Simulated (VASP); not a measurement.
Data:

```
MnF2
1.0
    4.92507     0.00000     0.00000
    0.00000     4.92507     0.00000
    0.00000     0.00000     3.32116
Mn F
2 4
Direct
  0.00000   0.00000   0.00000
  0.50000   0.50000   0.50000
  0.30356   0.30356   0.00000
  0.80356   0.19644   0.50000
  0.19644   0.80356   0.50000
  0.69644   0.69644   0.00000
```
Starting moments (μB, in the order of the record's atoms Mn Mn F F F F): 4.5 -4.5 0.0 0.0 0.0 0.0.

Level of theory: PW91 GGA, VASP's PBE PAW potentials (set 64) (plane waves; VASP). Run with 520 eV cut-off, Gaussian smearing of 0.050 eV, potentials Mn_pv F.

Problem. Give the spin-up energies of bands 18 to 31 at the high-symmetry points, in eV from the valence-band maximum.

Solution. 
```tsv
band	Γ	Y	C0	Z	A0	T	S	R
18	-5.23	-4.76	-4.76	-5.12	-5.09	-5.09	-4.99	-5.24
19	-4.40	-4.59	-4.59	-4.70	-4.27	-4.27	-4.85	-4.58
20	-4.03	-4.50	-4.50	-4.61	-4.22	-4.22	-4.81	-4.52
21	-4.02	-4.48	-4.48	-4.50	-4.14	-4.14	-4.06	-4.22
22	-3.73	-4.35	-4.35	-4.39	-4.12	-4.12	-4.04	-4.19
23	-1.60	-1.60	-1.60	-1.38	-1.44	-1.44	-1.55	-1.45
24	-1.36	-1.35	-1.35	-1.35	-1.37	-1.37	-1.32	-1.37
25	-1.21	-1.13	-1.13	-1.10	-1.20	-1.20	-1.18	-1.21
26	-0.37	-0.52	-0.52	-0.49	-0.51	-0.51	-0.08	-0.60
27	-0.06	-0.06	-0.06	-0.23	-0.07	-0.07	0.00	-0.05
28	2.24	2.50	2.50	2.68	2.65	2.65	2.43	2.66
29	2.44	2.89	2.89	2.73	2.70	2.70	2.84	2.72
30	2.90	2.90	2.90	2.83	2.89	2.89	2.87	2.88
31	2.91	3.12	3.12	3.48	3.41	3.41	3.65	3.48
```

Problem. Give the spin-down energies of bands 18 to 31 at the high-symmetry points, in eV from the valence-band maximum.

Solution. 
| band | Γ | Y | C0 | Z | A0 | T | S | R |
|---|---|---|---|---|---|---|---|---|
| 18 | -5.23 | -4.76 | -4.76 | -5.12 | -5.09 | -5.09 | -4.99 | -5.24 |
| 19 | -4.40 | -4.59 | -4.59 | -4.70 | -4.27 | -4.27 | -4.85 | -4.58 |
| 20 | -4.03 | -4.50 | -4.50 | -4.61 | -4.22 | -4.22 | -4.81 | -4.52 |
| 21 | -4.02 | -4.48 | -4.48 | -4.50 | -4.14 | -4.14 | -4.06 | -4.22 |
| 22 | -3.73 | -4.35 | -4.35 | -4.39 | -4.12 | -4.12 | -4.04 | -4.19 |
| 23 | -1.60 | -1.60 | -1.60 | -1.38 | -1.44 | -1.44 | -1.55 | -1.45 |
| 24 | -1.36 | -1.35 | -1.35 | -1.35 | -1.37 | -1.37 | -1.32 | -1.37 |
| 25 | -1.21 | -1.13 | -1.13 | -1.10 | -1.20 | -1.20 | -1.18 | -1.21 |
| 26 | -0.37 | -0.52 | -0.52 | -0.49 | -0.51 | -0.51 | -0.08 | -0.60 |
| 27 | -0.06 | -0.06 | -0.06 | -0.23 | -0.07 | -0.07 | 0.00 | -0.05 |
| 28 | 2.24 | 2.50 | 2.50 | 2.68 | 2.65 | 2.65 | 2.43 | 2.66 |
| 29 | 2.44 | 2.89 | 2.89 | 2.73 | 2.70 | 2.70 | 2.84 | 2.72 |
| 30 | 2.90 | 2.90 | 2.90 | 2.83 | 2.89 | 2.89 | 2.87 | 2.88 |
| 31 | 2.91 | 3.12 | 3.12 | 3.48 | 3.41 | 3.41 | 3.65 | 3.48 |

The gap is indirect, 2.24 eV, from the valence maximum at S to the conduction minimum at Γ.

The compound is MnF2 in the rutile structure. It was relaxed first.
